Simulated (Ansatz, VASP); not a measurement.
# Ni (Nickel) in two plane-wave programs

One calculation is typed for both programs; each brings its own data sets and cutoff. How far apart do they land? The cell is taken from a series of VASP runs on this material, whose earlier steps may have relaxed, scaled or displaced it; both programs get it as it stands.

Method: plane waves, with VASP 6.6.1 beside it; relaxation of cell and atoms at LDA, in Ansatz 0.2.0.

## Step 1: The structure

Symmetry: Fm-3m, No. 225, cubic system. The conventional cell has a = 3.421 Å, b = 3.421 Å, c = 3.421 Å, α = 90.00°, β = 90.00°, γ = 90.00°. Nearest to Ni lie 12 Ni at 2.42 Å.

As a file:

```xyz
1
Lattice="0.0000 1.7106 1.7106 1.7106 0.0000 1.7106 1.7106 1.7106 0.0000" Properties=species:S:1:pos:R:3 pbc="T T T"
Ni    0.0000    0.0000    0.0000
```

## Step 2: VASP: relaxation of cell and atoms, LDA

The relaxed volume is the usual yardstick between codes: its relative difference is about their pressure difference at one cell divided by the bulk modulus.

Lines of VASP's logs that name or quote its potential files are left out, and so is its time.

File INCAR:

```
SYSTEM = Ni
PREC = Accurate
ENCUT = 450
EDIFF = 1E-06
NELM = 100
ISMEAR = 1
SIGMA = 0.1
LREAL = .FALSE.
ALGO = Normal
GGA = CA
NBANDS = 11
ISPIN = 2
MAGMOM = 1
LMAXMIX = 4
LORBIT = 11
LWAVE = .FALSE.
LCHARG = .FALSE.
KPAR = 2
IBRION = 2
NSW = 50
ISIF = 3
EDIFFG = -0.01
```

File POSCAR:

```
Ni
1.0
    0.0000000000      1.7106200030      1.7106200030
    1.7106200030      0.0000000000      1.7106200030
    1.7106200030      1.7106200030      0.0000000000
Ni
1
Direct
    0.0000000000      0.0000000000      0.0000000000
```

File KPOINTS:

```
Automatic mesh
0
Gamma
14 14 14
0 0 0
```

PAW data sets: Ni (LDA family, release 64).

On the command line:

```sh
$ mpirun -np 2 vasp_std
```

Numbers of over 12 decimals in the logs are rounded to 6 here.

Log:

```text
[banner, memory and clock lines left out]
running    2 mpi-ranks, on    1 nodes
 distrk:  each k-point on    1 cores,    2 groups
 distr:  one band on    1 cores,    1 groups

 POSCAR found type information on POSCAR Ni
 POSCAR found :  1 types and       1 ions
 LDA part: xc-table for (Slater(with rela. corr.)+CA(PZ))
 , standard interpolation
 POSCAR, INCAR and KPOINTS ok, starting setup
 FFT: planning ... GRIDC
 FFT: planning ... GRID_SOFT
 FFT: planning ... GRID
 WAVECAR not read
 entering main loop
       N       E                     dE             d eps       ncg     rms          rms(c)
DAV:   1     0.257698025141E+02    0.25770E+02   -0.42426E+03  4760   0.108E+03
DAV:   2    -0.684771560239E+01   -0.32618E+02   -0.30767E+02  4740   0.165E+02
DAV:   3    -0.768525807745E+01   -0.83754E+00   -0.82909E+00  5135   0.309E+01
DAV:   4    -0.769168095435E+01   -0.64229E-02   -0.64217E-02  5106   0.241E+00
DAV:   5    -0.769181691624E+01   -0.13596E-03   -0.13596E-03  5255   0.330E-01    0.112E+01
DAV:   6    -0.688918854840E+01    0.80263E+00   -0.14363E+01  5558   0.561E+01    0.588E+00
DAV:   7    -0.660354783046E+01    0.28564E+00   -0.23232E+00  5482   0.210E+01    0.208E+00
DAV:   8    -0.658259369497E+01    0.20954E-01   -0.22419E-02  6401   0.133E+00    0.969E-01
DAV:   9    -0.658005648608E+01    0.25372E-02   -0.11820E-03  6584   0.271E-01    0.319E-01
DAV:  10    -0.657916397882E+01    0.89251E-03   -0.11225E-03  6493   0.243E-01    0.448E-02
DAV:  11    -0.657917265451E+01   -0.86757E-05   -0.92916E-06  4897   0.377E-02    0.210E-02
DAV:  12    -0.657916992838E+01    0.27261E-05   -0.91380E-06  4369   0.219E-02    0.479E-03
DAV:  13    -0.657916967966E+01    0.24872E-06   -0.31717E-07  2659   0.531E-03
   1 F= -.65791697E+01 E0= -.65789682E+01  d E =-.657917E+01  mag=     0.5348
 curvature:   0.00 expect dE= 0.000E+00 dE for cont linesearch  0.000E+00
 trial: gam= 0.00000 g(F)=  0.375E-62 g(S)=  0.274E-04 ort = 0.000E+00 (trialstep = 0.100E+01)
 search vector abs. value=  0.274E-04
 bond charge predicted
       N       E                     dE             d eps       ncg     rms          rms(c)
DAV:   1    -0.657984572718E+01   -0.67580E-03   -0.99824E-03  5431   0.154E+00    0.218E-01
DAV:   2    -0.657935804859E+01    0.48768E-03   -0.87498E-03  5566   0.127E+00    0.101E-01
DAV:   3    -0.657918010652E+01    0.17794E-03   -0.11918E-03  5497   0.496E-01    0.345E-02
DAV:   4    -0.657916438789E+01    0.15719E-04   -0.11546E-05  5420   0.235E-02    0.192E-02
DAV:   5    -0.657916273770E+01    0.16502E-05   -0.31229E-06  3597   0.114E-02    0.339E-03
DAV:   6    -0.657916281205E+01   -0.74351E-07   -0.15027E-07  2441   0.398E-03
   2 F= -.65791628E+01 E0= -.65789643E+01  d E =0.686762E-05  mag=     0.5346
 trial-energy change:    0.000007  1 .order    0.000005   -0.000027    0.000037
 step:   0.4273(harm=  0.4273)  dis= 0.00000  next Energy=    -6.579176 (dE=-0.585E-05)
 bond charge predicted
       N       E                     dE             d eps       ncg     rms          rms(c)
DAV:   1    -0.657940021697E+01   -0.23748E-03   -0.32757E-03  5410   0.886E-01    0.125E-01
DAV:   2    -0.657923950421E+01    0.16071E-03   -0.28964E-03  5578   0.729E-01    0.584E-02
DAV:   3    -0.657918024608E+01    0.59258E-04   -0.39610E-04  5491   0.286E-01    0.200E-02
DAV:   4    -0.657917501954E+01    0.52265E-05   -0.38016E-06  4774   0.135E-02    0.111E-02
DAV:   5    -0.657917449263E+01    0.52691E-06   -0.10605E-06  2600   0.659E-03
   3 F= -.65791745E+01 E0= -.65789744E+01  d E =-.481297E-05  mag=     0.5347
 curvature:  -0.21 expect dE=-0.217E-06 dE for cont linesearch -0.217E-06
 trial: gam= 0.00000 g(F)=  0.422E-62 g(S)=  0.102E-05 ort =-0.528E-05 (trialstep = 0.885E+00)
 search vector abs. value=  0.102E-05
 reached required accuracy - stopping structural energy minimisation
```

Parts of OUTCAR (step 2):

```text
ion  position               nearest neighbor table
   1  0.000  0.000  0.000-

  LATTYP: Found a face centered cubic cell.
 ALAT       =     3.4212400060

 Subroutine GETGRP returns: Found 48 space group operations
 (whereof 48 operations were pure point group operations)

The static configuration has the point symmetry O_h .

 Found    104 irreducible k-points:

   k-points           NKPTS =    104   k-points in BZ     NKDIM =    104   number of bands    NBANDS=     11

   dimension x,y,z NGX =    18 NGY =   18 NGZ =   18
   dimension x,y,z NGXF=    36 NGYF=   36 NGZF=   36

   ENCUT  =  450.0 eV  33.07 Ry    5.75 a.u.   4.18  4.18  4.18*2*pi/ulx,y,z

   NELECT =      10.0000    total number of electrons

 k-points in reciprocal lattice and weights: Automatic mesh
   0.00000000  0.00000000  0.00000000       0.000
   0.07142857  0.00000000  0.00000000       0.003
   0.14285714  0.00000000  0.00000000       0.003
   0.21428571  0.00000000  0.00000000       0.003
   0.28571429  0.00000000  0.00000000       0.003
   0.35714286  0.00000000  0.00000000       0.003
   0.42857143  0.00000000  0.00000000       0.003
   0.50000000  0.00000000  0.00000000       0.001
   0.07142857  0.07142857  0.00000000       0.002
[...]
-0.28571429  0.42857143  0.21428571       0.009
  -0.28571429  0.50000000  0.21428571       0.004

 average (electrostatic) potential at core
       1 -80.9405

 E-fermi :  10.2791

 spin component 1
 k-point     1 :       0.0000    0.0000    0.0000
  band No.  band energies     occupation
    ...
      2       7.7324      1.00000
      3       7.7324      1.00000
      4       7.7324      1.00000
      5       9.0344      1.00000
      6       9.0344      1.00000
      7      34.7669      0.00000
      8      39.1968      0.00000
      9      39.1968      0.00000
     10      39.1968      0.00000
     11      42.4791      0.00000

 k-point     2 :       0.0714    0.0000    0.0000
  band No.  band energies     occupation
    ...
      2       7.6728      1.00000
      3       7.7828      1.00000
      4       7.7828      1.00000
      5       9.0129      1.00000
      6       9.0129      1.00000
      7      34.1585      0.00000
      8      37.0250      0.00000
      9      38.7895      0.00000
     10      38.7895      0.00000
     11      43.0986      0.00000

 k-point     3 :       0.1429    0.0000    0.0000
  band No.  band energies     occupation
    ...
      2       7.5230      1.00000
      3       7.9002      1.00000
      4       7.9002      1.00000
      5       8.9806      1.00000
      6       8.9806      1.00000
      7      31.2390      0.00000
      8      35.8631      0.00000
      9      38.0629      0.00000
     10      38.0629      0.00000
     11      43.4498      0.00000

 k-point     4 :       0.2143    0.0000    0.0000
  band No.  band energies     occupation
    ...
      2       7.3745      1.00000
      3       7.9826      1.00000
      4       7.9826      1.00000
      5       9.0350      1.00000
      6       9.0350      1.00000
      7      27.4826      0.00000
      8      35.3180      0.00000
      9      37.4148      0.00000
     10      37.4148      0.00000
     11      43.6191      0.00000

 k-point     5 :       0.2857    0.0000    0.0000
  band No.  band energies     occupation
    ...
      2       7.4131      1.00000
      3       7.9467      1.00000
      4       7.9467      1.00000
      5       9.2424      1.00000
      6       9.2424      1.00000
      7      23.8367      0.00000
      8      34.6198      0.00000
      9      36.9252      0.00000
     10      36.9252      0.00000
     11      42.0315      0.00000

 k-point     6 :       0.3571    0.0000    0.0000
  band No.  band energies     occupation
    ...
      2       7.8440      1.00000
      3       7.8440      1.00000
      4       7.9782      1.00000
      5       9.5188      1.00000
      6       9.5188      1.00000
      7      20.5245      0.00000
      8      33.9192      0.00000
      9      36.5933      0.00000
     10      36.5933      0.00000
     11      40.5893      0.00000

  Total        0.0026502      0.0026502      0.0026502     -0.0000000      0.0000000      0.0000000
  in kB        0.4244911      0.4244911      0.4244911     -0.0000000      0.0000000      0.0000000
  external PRESSURE =       0.4244911 kB  Pullay stress =       0.0000000 kB

  energy-cutoff  :      450.00
  volume of cell :       10.00
      direct lattice vectors                 reciprocal lattice vectors
     0.000000000  1.710134833  1.710134833    -0.292374607  0.292374607  0.292374607
     1.710134833  0.000000000  1.710134833     0.292374607 -0.292374607  0.292374607
     1.710134833  1.710134833  0.000000000     0.292374607  0.292374607 -0.292374607

 POSITION                                       TOTAL-FORCE (eV/Angst)
 -----------------------------------------------------------------------------------
      0.00000      0.00000      0.00000         0.000000      0.000000      0.000000
 -----------------------------------------------------------------------------------
    total drift:                                0.000000     -0.000000      0.000000

  FREE ENERGIE OF THE ION-ELECTRON SYSTEM (eV)
  ---------------------------------------------------
  free  energy   TOTEN  =        -6.5791744926 eV

  energy  without entropy=       -6.5785740837  energy(sigma->0) =       -6.57897436

 reached required accuracy - stopping structural energy minimisation

 total charge
# of ion       s       p       d       tot
------------------------------------------
    1        0.536   0.575   8.370   9.481

 magnetization (x)
# of ion       s       p       d       tot
------------------------------------------
    1       -0.007  -0.020   0.562   0.535

[... 6 further parts left out ...]
```

CONTCAR:

```
Ni
   1.00000000000000
     0.0000000000000000    1.7101348330524482    1.7101348330524482
     1.7101348330524482    0.0000000000000000    1.7101348330524482
     1.7101348330524482    1.7101348330524482    0.0000000000000000
  Ni
     1
Direct
     0.0000000000000000    0.0000000000000000    0.0000000000000000
```

(Part 1 of 2 ends here.)

[Lines on the potential files, build, host, timing and source positions are cut from VASP's logs without a mark.]

[Logs are printed without paths, hosts, clocks, repeated set-up lines and the standing remarks that a program may print on its own settings, such as how far it seeks lower states.]

[Hosts, paths, dates, database ids (printed as entryN), source tags and the programs' standing remarks are cut or masked in the printed files.]
